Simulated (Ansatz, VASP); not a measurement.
## YIn: VASP beside Ansatz

One calculation is typed for both programs; each brings its own data sets. How far apart do they land? The cell is taken from a series of runs on this material, whose earlier steps may have relaxed, scaled, displaced or heated it; both programs get it as it stands.

Main program and level: Ansatz 0.2.0; plane waves, with VASP 6.6.1 beside it; relaxation of cell and atoms at PBEsol.

## Step 1: The starting structure

It takes space group Pm-3m (No. 221, cubic). The conventional cell has a = 3.706 Å, b = 3.706 Å, c = 3.706 Å, α = 90.00°, β = 90.00°, γ = 90.00°. Y has 8 In at 3.21 Å nearest. Nearest to In lie 8 Y at 3.21 Å. Farther neighbours are not listed.

## Step 2: VASP: relaxation of cell and atoms, PBEsol

The relaxed volume is the usual yardstick between codes: in a stiff, nearly cubic crystal its relative difference is about their pressure difference at one cell divided by the bulk modulus.

Lines of VASP's logs that name or quote its potential files are left out, and so is its time.

File INCAR:

```
SYSTEM = YIn
PREC = Accurate
ENCUT = 500
EDIFF = 1E-07
NELM = 120
ISMEAR = 1
SIGMA = 0.2
LREAL = .FALSE.
ALGO = Normal
GGA = PS
NBANDS = 18
LASPH = .TRUE.
LORBIT = 11
LWAVE = .FALSE.
LCHARG = .FALSE.
ISIF = 3
IBRION = 2
NSW = 80
EDIFFG = -0.005
GGA_COMPAT = .FALSE.
NELMIN = 4
KPAR = 2
```

File POSCAR:

```
YIn
1.0
    3.7062990000      0.0000000000      0.0000000000
    0.0000000000      3.7062990000      0.0000000000
    0.0000000000      0.0000000000      3.7062990000
Y In
1 1
Direct
    0.5000001349      0.5000001349      0.5000001349
    0.0000000000      0.0000000000      0.0000000000
```

File KPOINTS:

```
Automatic mesh
0
Gamma
12 12 12
0 0 0
```

PAW data sets: Y_sv and In_d (PBE family, release 64).

The run is started by

```console
$ mpirun -np 2 vasp_std
```

Numbers of over 12 decimals in the logs are rounded to 6 here.

The log of the run:

```text
[banner, memory and clock lines left out]
running    2 mpi-ranks, on    1 nodes
 distrk:  each k-point on    1 cores,    2 groups
 distr:  one band on    1 cores,    1 groups

 POSCAR found type information on POSCAR Y In
 POSCAR found :  2 types and       2 ions
|                                                                             |
|               ----> ADVICE to this user running VASP <----                  |
|                                                                             |
|     You enforced a specific xc type in the INCAR file but a different       |
|     [... a line on the potential file left out ...]
|     I HOPE YOU KNOW WHAT YOU ARE DOING!                                     |
|                                                                             |

 LDA part: xc-table for (Slater+PW92), standard interpolation
 POSCAR, INCAR and KPOINTS ok, starting setup
 FFT: planning ... GRIDC
 FFT: planning ... GRID_SOFT
 FFT: planning ... GRID
 WAVECAR not read
 entering main loop
       N       E                     dE             d eps       ncg     rms          rms(c)
DAV:   1     0.162864214359E+03    0.16286E+03   -0.11759E+04  3044   0.154E+03
DAV:   2     0.733076075027E+00   -0.16213E+03   -0.15885E+03  3066   0.363E+02
DAV:   3    -0.110624966128E+02   -0.11796E+02   -0.11696E+02  5306   0.899E+01
DAV:   4    -0.114133093637E+02   -0.35081E+00   -0.34762E+00  3986   0.114E+01
DAV:   5    -0.114280686372E+02   -0.14759E-01   -0.14737E-01  4616   0.204E+00    0.264E+01
DAV:   6    -0.109966064266E+02    0.43146E+00   -0.60840E-01  3382   0.628E+00    0.171E+01
DAV:   7    -0.109400946820E+02    0.56512E-01   -0.78605E-01  4430   0.689E+00    0.277E+00
DAV:   8    -0.109213456298E+02    0.18749E-01   -0.23022E-01  3300   0.319E+00    0.947E-01
DAV:   9    -0.109169509925E+02    0.43946E-02   -0.28345E-02  3572   0.915E-01    0.157E-01
DAV:  10    -0.109169482765E+02    0.27160E-05   -0.90383E-04  3576   0.237E-01    0.219E-01
DAV:  11    -0.109169359964E+02    0.12280E-04   -0.56876E-04  4400   0.138E-01    0.145E-01
DAV:  12    -0.109169253033E+02    0.10693E-04   -0.30795E-05  3404   0.395E-02    0.328E-02
DAV:  13    -0.109169236520E+02    0.16513E-05   -0.81809E-06  4454   0.158E-02    0.262E-03
DAV:  14    -0.109169235239E+02    0.12808E-06   -0.42481E-07  3750   0.436E-03    0.307E-03
DAV:  15    -0.109169235254E+02   -0.14084E-08   -0.14383E-08  1896   0.108E-03
   1 F= -.10916924E+02 E0= -.10917159E+02  d E =-.109169E+02
 curvature:   0.00 expect dE= 0.000E+00 dE for cont linesearch  0.000E+00
 trial: gam= 0.00000 g(F)=  0.000E+00 g(S)=  0.544E-04 ort = 0.000E+00 (trialstep = 0.100E+01)
 search vector abs. value=  0.544E-04
 bond charge predicted
       N       E                     dE             d eps       ncg     rms          rms(c)
DAV:   1    -0.109178284675E+02   -0.90494E-03   -0.21102E-02  3310   0.197E+00    0.218E-01
DAV:   2    -0.109170860530E+02    0.74241E-03   -0.21107E-03  3778   0.615E-01    0.826E-02
DAV:   3    -0.109169198446E+02    0.16621E-03   -0.62669E-04  5140   0.265E-01    0.596E-02
DAV:   4    -0.109169267466E+02   -0.69020E-05   -0.25178E-05  3992   0.307E-02    0.420E-02
DAV:   5    -0.109169365080E+02   -0.97614E-05   -0.17645E-05  4934   0.142E-02    0.143E-02
DAV:   6    -0.109169382083E+02   -0.17003E-05   -0.66925E-07  3460   0.613E-03    0.762E-03
DAV:   7    -0.109169399803E+02   -0.17720E-05   -0.11003E-06  4742   0.610E-03    0.953E-04
DAV:   8    -0.109169400161E+02   -0.35765E-07   -0.44879E-08  2046   0.136E-03
   2 F= -.10916940E+02 E0= -.10917172E+02  d E =-.164907E-04
 trial-energy change:   -0.000016  1 .order   -0.000015   -0.000054    0.000025
 step:   0.7126(harm=  0.6838)  dis= 0.00000  next Energy=   -10.916944 (dE=-0.201E-04)
 bond charge predicted
       N       E                     dE             d eps       ncg     rms          rms(c)
DAV:   1    -0.109170170364E+02   -0.77056E-04   -0.17424E-03  3310   0.567E-01    0.625E-02
DAV:   2    -0.109169576372E+02    0.59399E-04   -0.17376E-04  3776   0.176E-01    0.238E-02
DAV:   3    -0.109169439540E+02    0.13683E-04   -0.52082E-05  5134   0.763E-02    0.171E-02
DAV:   4    -0.109169439922E+02   -0.38199E-07   -0.20834E-06  3994   0.883E-03    0.120E-02
DAV:   5    -0.109169438143E+02    0.17786E-06   -0.14281E-06  4872   0.404E-03    0.411E-03
DAV:   6    -0.109169437041E+02    0.11018E-06   -0.50404E-08  2256   0.175E-03    0.228E-03
DAV:   7    -0.109169434403E+02    0.26381E-06   -0.90700E-08  2566   0.210E-03    0.353E-04
DAV:   8    -0.109169434449E+02   -0.46243E-08   -0.18476E-08  1730   0.115E-03
   3 F= -.10916943E+02 E0= -.10917176E+02  d E =-.199196E-04
 curvature:  -0.34 expect dE=-0.195E-07 dE for cont linesearch -0.195E-07
 trial: gam= 0.00000 g(F)=  0.497E-46 g(S)=  0.576E-07 ort =-0.177E-05 (trialstep = 0.943E+00)
 search vector abs. value=  0.577E-07
 reached required accuracy - stopping structural energy minimisation
```

Parts of OUTCAR (step 2):

```text
ion  position               nearest neighbor table
   1  0.500  0.500  0.500-   2 3.21   2 3.21   2 3.21   2 3.21   2 3.21   2 3.21   2 3.21   2 3.21

  LATTYP: Found a simple cubic cell.
 ALAT       =     3.7062990000

 Subroutine GETGRP returns: Found 48 space group operations
 (whereof 48 operations were pure point group operations)

The static configuration has the point symmetry O_h .

 Found     84 irreducible k-points:

   k-points           NKPTS =     84   k-points in BZ     NKDIM =     84   number of bands    NBANDS=     18

   dimension x,y,z NGX =    28 NGY =   28 NGZ =   28
   dimension x,y,z NGXF=    56 NGYF=   56 NGZF=   56

   ENCUT  =  500.0 eV  36.75 Ry    6.06 a.u.   6.76  6.76  6.76*2*pi/ulx,y,z

   NELECT =      24.0000    total number of electrons

 k-points in reciprocal lattice and weights: Automatic mesh
   0.00000000  0.00000000  0.00000000       0.001
   0.08333333  0.00000000  0.00000000       0.003
   0.16666667  0.00000000  0.00000000       0.003
   0.25000000  0.00000000  0.00000000       0.003
   0.33333333  0.00000000  0.00000000       0.003
   0.41666667  0.00000000  0.00000000       0.003
   0.50000000  0.00000000  0.00000000       0.002
   0.08333333  0.08333333  0.00000000       0.007
   0.16666667  0.08333333  0.00000000       0.014
[...]
0.50000000  0.50000000  0.41666667       0.003
   0.50000000  0.50000000  0.50000000       0.001

 average (electrostatic) potential at core
       1 -34.4262       2 -94.6857

 E-fermi :   6.2121

 k-point     1 :       0.0000    0.0000    0.0000
  band No.  band energies     occupation
    ...
      8      -8.0825      2.00000
      9      -8.0825      2.00000
     10      -2.0328      2.00000
     11       5.8425      2.02529
     12       5.8425      2.02529
     13       9.3061     -0.00000
     14       9.3061     -0.00000
     15       9.3061     -0.00000
     16       9.8307     -0.00000
     17       9.8307     -0.00000
    ...

 k-point     2 :       0.0833    0.0000    0.0000
  band No.  band energies     occupation
    ...
      8      -8.0839      2.00000
      9      -8.0819      2.00000
     10      -1.9389      2.00000
     11       5.7508      2.00525
     12       5.8680      2.03530
     13       8.7735     -0.00000
     14       8.7735     -0.00000
     15       9.0324     -0.00000
     16       9.8332     -0.00000
     17      10.4283      0.00000
    ...

 k-point     3 :       0.1667    0.0000    0.0000
  band No.  band energies     occupation
    ...
      8      -8.0880      2.00000
      9      -8.0802      2.00000
     10      -1.6622      2.00000
     11       5.3363      2.00000
     12       5.9401      2.06624
     13       8.1308     -0.00000
     14       8.1308     -0.00000
     15       8.7554     -0.00000
     16       9.8400     -0.00000
     17      11.2753      0.00000
    ...

  Total        0.0008918      0.0008918      0.0008918     -0.0000000     -0.0000000      0.0000000
  in kB        0.0281052      0.0281052      0.0281052     -0.0000000     -0.0000000      0.0000000
  external PRESSURE =       0.0281052 kB  Pullay stress =       0.0000000 kB

  energy-cutoff  :      500.00
  volume of cell :       50.84
      direct lattice vectors                 reciprocal lattice vectors
     3.704552087  0.000000000 -0.000000000     0.269938167 -0.000000000  0.000000000
     0.000000000  3.704552087 -0.000000000    -0.000000000  0.269938167 -0.000000000
    -0.000000000  0.000000000  3.704552087     0.000000000  0.000000000  0.269938167

 POSITION                                       TOTAL-FORCE (eV/Angst)
 -----------------------------------------------------------------------------------
      1.85228      1.85228      1.85228        -0.000000     -0.000000      0.000000
      0.00000      0.00000      0.00000         0.000000      0.000000      0.000000
 -----------------------------------------------------------------------------------
    total drift:                               -0.000305     -0.000305     -0.000305

  FREE ENERGIE OF THE ION-ELECTRON SYSTEM (eV)
  ---------------------------------------------------
  free  energy   TOTEN  =       -10.9169434449 eV

  energy  without entropy=      -10.9176424244  energy(sigma->0) =      -10.91717644

 reached required accuracy - stopping structural energy minimisation

 total charge
# of ion       s       p       d       f       tot
--------------------------------------------------
    1        2.197   6.299   1.023   0.017   9.536
    2        0.922   0.768   9.831   0.000  11.520
--------------------------------------------------
tot          3.119   7.067  10.853   0.017  21.056

[... 3 further parts left out ...]
```

## Step 3: Ansatz: relaxation of cell and atoms, PBEsol

Ansatz runs on its PAW soft_1 files.

The same cell, functional, mesh and smearing now go to Ansatz, which takes its cutoff from its data sets.

File input.yaml:

```yaml
crystal:
  lattice:
    - [3.7062992046, 0.0, 0.0]
    - [0.0, 3.7062992046, 0.0]
    - [0.0, 0.0, 3.7062992046]
  atoms:
    - { symbol: "Y", position: [0.5, 0.5, 0.5] }
    - { symbol: In, position: [0.0, 0.0, 0.0] }
kpoints:
  mp_grid: { grid: [12, 12, 12] }
hamiltonian:
  xc: pbesol
  pseudopotentials: { kind: paw, azcp: { folder: soft_1 }, xc_functional: pbe }
scf:
  occupations: { method: methfessel_paxton, width: 0.2 }
output:
  forces: true
  stress: true
  eigenvalues: true
relax:
  adjacent_minimum: "off"
  f_tol: 0.001
  max_steps: 60
  cell: { stress_tol: 0.01 }
```

The run is started by

```console
$ ansatz run input.yaml --threads 4 --pin off --max-ram 10240MiB --backend cpu --events-out ev --progress --plain --runs-dir out
```

The log of the run:

```text
Engine: ansatz 0.2.0, aarch64-unknown-linux-gnu
Pseudopotentials: kind: paw
Pseudopotential: Y, paw, valence charge 11, recommended cutoff 420 eV (normal), soft_1/Y.paw.azcp
Pseudopotential: In, paw, valence charge 13, recommended cutoff 420 eV (normal), soft_1/In.paw.azcp
Functional definition: PBEsol
  exchange = pbesol_x
  correlation = pbesol_c
Crystal: 2 atoms, lattice volume = 50.912 Å³
Basis set: ecut = 420 eV, 1021 PW (Γ), exchange–correlation on 50×50×50 points (8 copies of the dense FFT grid, shifted against one another)
Bands: 16, of which v1, the nominal top of the filled ones, is band 12 counted from 1 (11 counted from 0)
Symmetry: 48 space group operations
Space group: Pm-3m (ITA 221), of the structure as read, at distance tolerance 3.7e-5 Å
k-points: 84 of 1728
Non-local potential: Y, projectors of the file, l = 0: 3, l = 1: 2, l = 2: 2, l = 3: 1
Non-local potential: In, projectors of the file, l = 0: 2, l = 1: 2, l = 2: 2, l = 3: 1
PAW form: soft (Blöchl's): semilocal exchange-correlation on the pseudo side does not see the compensation charge
PAW frozen core: Y, regenerated for the run's functional, and the local potential with it (the file was generated under x = pbe(κ = 0.804, μ = 0.219515), c = pbe(β = 0.066725))
PAW frozen core: In, regenerated for the run's functional, and the local potential with it (the file was generated under x = pbe(κ = 0.804, μ = 0.219515), c = pbe(β = 0.066725))
PAW one-centre angular grid: Y, 590 points (default); XC on 64 Gauss nodes
PAW one-centre angular grid: In, 590 points (default); XC on 64 Gauss nodes
Initial density: superposition of atomic densities (chi_scale 0.1, normalization cell, long waves kept (reshape's long-wave potential 0.00 eV rms))
Initial wavefunctions: pseudopotential atomic-orbital guess
Functional: x = pbesol(κ = 0.804, μ = 0.123457), c = pbesol(β = 0.046)
SCF iter   1: F=—  HF=-9322.118494 eV  |F-HF|=—  |Δ(HF+E_count)|=         —  Δρ=3.59e-2  dr2=1.15e0  ethr=3.10e-3  ⟨swp⟩=5.1  Hψ=6337  notcnv=0
preconditioner: auto → Kerker (q_TF=auto, 2.407 Å⁻¹)  [metal: Δε(μ)=0.034 eV  Ē_g=14.740 eV  σ=0.200 eV  W_gap=0.14  n_scr=18 (ndim 8)  ℏωp=24.4 eV  f_vac=0.000  D(μ)=0.87/eV (n_scr^D=6)]
SCF iter   2: F=—  HF=-9321.751634 eV  |F-HF|=—  |Δ(HF+E_count)|=   3.67e-1  S|Δr|=    0.00e0  Δρ=1.70e-2  dr2=2.48e-1  ethr=3.10e-3  ⟨swp⟩=2.0  Hψ=2978  notcnv=0
SCF iter   3: F=—  HF=-9321.686717 eV  |F-HF|=—  |Δ(HF+E_count)|=   6.49e-2  S|Δr|=    0.00e0  Δρ=5.98e-3  dr2=2.14e-2  ethr=1.03e-3  ⟨swp⟩=2.3  Hψ=2221  notcnv=0
SCF iter   4: F=—  HF=-9321.680327 eV  |F-HF|=—  |Δ(HF+E_count)|=   6.39e-3  S|Δr|=    0.00e0  Δρ=9.53e-4  dr2=5.11e-4  ethr=8.92e-5  ⟨swp⟩=2.5  Hψ=1975  notcnv=0
SCF iter   5: F=—  HF=-9321.680258 eV  |F-HF|=—  |Δ(HF+E_count)|=   6.89e-5  S|Δr|=    0.00e0  Δρ=1.62e-4  dr2=1.49e-5  ethr=2.13e-6  ⟨swp⟩=2.4  Hψ=1950  notcnv=0
SCF iter   6: F=—  HF=-9321.680273 eV  |F-HF|=—  |Δ(HF+E_count)|=   1.51e-5  S|Δr|=    0.00e0  Δρ=2.30e-5  dr2=1.84e-7  ethr=6.19e-8  ⟨swp⟩=2.0  Hψ=1597  notcnv=0
SCF iter   7: F=-9321.680273 eV  HF=-9321.680273 eV  |F-HF|=2.47e-10  |Δ(HF+E_count)|=   4.03e-8  S|Δr|=    0.00e0  Δρ=4.39e-6  dr2=7.37e-9  ethr=4.17e-10  ⟨swp⟩=5.3  Hψ=5865  notcnv=0
SCF 1 converged in 7 iterations: F = -9321.680273 eV  dr2 = 7.37e-9
  greatest PAW one-centre occupation: 0.992 electrons in one spin orbital (limit 2), on the Y atom at site 0 (counted from 0), in its partial waves of l = 0
relax step   1: F+E_penalty+E_count = -9321.68027289 eV  Δ(F+E_penalty+E_count) = +0.000e0 eV  max|allowed force component| = 1.052e-30 eV/Å  Δτ_max = 0.0000 Å  P = -0.037 GPa  Ω = 50.912 Å³  (7 SCF iters, dr2 threshold 1.00e-7 eV, accepted)
[...]
relax step   2: F+E_penalty+E_count = -9321.68027887 eV  Δ(F+E_penalty+E_count) = -5.974e-6 eV  max|allowed force component| = 5.588e-31 eV/Å  Δτ_max = 0.0000 Å  P = +0.017 GPa  Ω = 50.869 Å³  energy of the carried Pulay correction = +3.256e-6 eV  (4 SCF iters, dr2 threshold 3.40e-9 eV, accepted)
[...]
relax step   3: F+E_penalty+E_count = -9321.68027856 eV  Δ(F+E_penalty+E_count) = +3.105e-7 eV  max|allowed force component| = 6.245e-31 eV/Å  Δτ_max = 0.0000 Å  P = -0.000 GPa  Ω = 50.882 Å³  energy of the carried Pulay correction = +2.233e-6 eV  (4 SCF iters, dr2 threshold 7.14e-10 eV, accepted)
[...]
relax step   4: F+E_penalty+E_count = -9321.68027621 eV  Δ(F+E_penalty+E_count) = +2.348e-6 eV  max|allowed force component| = 5.341e-31 eV/Å  Δτ_max = 0.0000 Å  P = -0.000 GPa  Ω = 50.882 Å³  stress off target by 7.13e-5 GPa  SCF on the basis re-selected at this cell (its energy is not comparable with the rows above)  (5 SCF iters)
basis re-selected at this cell: Δ(F+E_penalty+E_count) = +2.348e-6 eV, ΔP = -0.000 GPa vs the last step (what re-selecting the basis moved, of the pressure what is left beyond the Pulay correction that the steps carried, after the strain that the cell walked since its last selection, with what the two solves' SCF thresholds leave and, on support functions, any second-order correction that the steps lacked; it is no m [...]
SCF converged after 5 iterations
Stability not checked: this state was not tested for a lower state beside it, because cold or Methfessel-Paxton smearing, or corrected tetrahedra, fill the levels in a way that the test cannot read (fill_not_monotonic; see scf.lower_state_search)
Free energy (F): -9321.680276 eV
Harris-Foulkes:  -9321.680276 eV  (|F-HF|=0.00e0)
Internal energy: -9321.680983 eV  (E = F + TS)
E sigma→0 (E₀):  -9321.680453 eV
Entropy (-TS):   0.000707 eV (0.353 meV/atom)
Fermi energy:    11.732468 eV
--- Per-component energies (eV) ---
  E_band       = -102.030367
  E_kinetic    = 536.837710
  E_local      = -1515.159787  (includes V_loc(G=0)·N_el)
  E_nonlocal   = 355.403513
  E_hartree    = 566.352439
  E_xc         = -320.832027
  E_vxc        = -296.991633  (∫ρ·V_xc dr)
  E_paw        = -6900.334908  (= ΣΔE_a)
  E_vpaw       = -314.825205  (= ΣTr[D̂ρ^β])
  E_aug_tail   = 0.000164  (compensation charges beyond the density's cutoff)
  E_ewald      = -2044.332764
  E_core_change = 0.384677  (= ΣΔE_core)
  E_smearing   = 0.000707  (= −TS)
  E_closure    = -0.000000  (closes the sum)
  Σ components = -9321.680276   (vs F -9321.680276, Δ=0.00e0)
--- Forces (eV/Å), atoms counted from 1 ---
  atom   1  Y      0.00000000     0.00000000    -0.00000000
  atom   2  In    -0.00000000    -0.00000000     0.00000000
  max |Σ_I F_I| component: 1.04e-30 eV/Å
--- Stress (GPa, compression-positive) ---
       -0.000071      -0.000000      -0.000000
       -0.000000      -0.000071       0.000000
        0.000000       0.000000      -0.000071
  P = ⅓ Tr σ = -0.0001 GPa (-0.001 kbar)
--- Band table (eV; the first three rows and the last of 84) ---
  k-point 0: bands = [... 8 lower, -2.5695, 3.5027, 11.3631, 11.3631, 14.8203, 14.8203, 14.8203, 15.3490]
  k-point 1: bands = [... 8 lower, -2.5689, 3.5962, 11.2711, 11.3886, 14.2903, 14.2903, 14.5495, 15.3516]
  k-point 2: bands = [... 8 lower, -2.5672, 3.8715, 10.8564, 11.4608, 13.6489, 13.6489, 14.2761, 15.3585]
  k-point 83: bands = [... 8 lower, -2.4339, 9.1096, 9.1096, 9.1096, 9.2467, 15.6550, 15.6550, 15.6550]
--- Relaxed structure (3 steps of the walk, 3 accepted, 1 SCFs on fresh bases) ---
  F+E_penalty+E_count = -9321.68027621 eV   max|allowed force component| = 5.341e-31 eV/Å   (the final SCF, on the basis selected at the relaxed cell)
  cell:  # Å, volume = 50.8825 Å³
    - [3.705579, 0, 0]
    - [0, 3.705579, 0.0]
    - [0, 0.0, 3.705579]
  atoms:
    - { symbol: Y, position: [0.5, 0.5, 0.5] }
    - { symbol: In, position: [0, 0, 0] }
```

The column dr2 measures how far the density is from self-consistency, as an energy; F and HF (Harris–Foulkes) agree once it is small.

## Step 4: Side by side

Known differences besides the potentials themselves: the cutoff is 420 eV in Ansatz and 500 eV in VASP; Ansatz makes its cores anew for this functional, VASP keeps those of its PBE data sets; Ansatz adds a Pulay correction to the stress that steers its cell, VASP none. Total energies have different zeros and are not compared.

Both answers:

| quantity | Ansatz | VASP | difference |
| --- | --- | --- | --- |
| volume (Å³) | 50.88 | 50.84 | +0.08 % |
| edge a after relaxation, in the typed setting (Å) | 3.706 | 3.705 | +0.03 % |

## Step 5: What came out

| Quantity | Value |
| --- | --- |
| difference in volume (relaxation of cell and atoms, PBEsol) | 0.083 % |

**Reading.** The difference in volume is 0.083 % (relaxation of cell and atoms, PBEsol), within the 1.2 % picked in this series as the mark of a large difference, as far as the stopping tolerances let one tell. How closely two codes agree says nothing of how well the functional describes the real material.

[Lines on the potential files, build, host, timing and source positions are cut from VASP's logs without a mark.]

[Logs are printed without paths, hosts, clocks, repeated set-up lines and the standing remarks that a program may print on its own settings, such as how far it seeks lower states.]

[Hosts, paths, dates, database ids (printed as entryN), source tags and the programs' standing remarks are cut or masked in the printed files.]
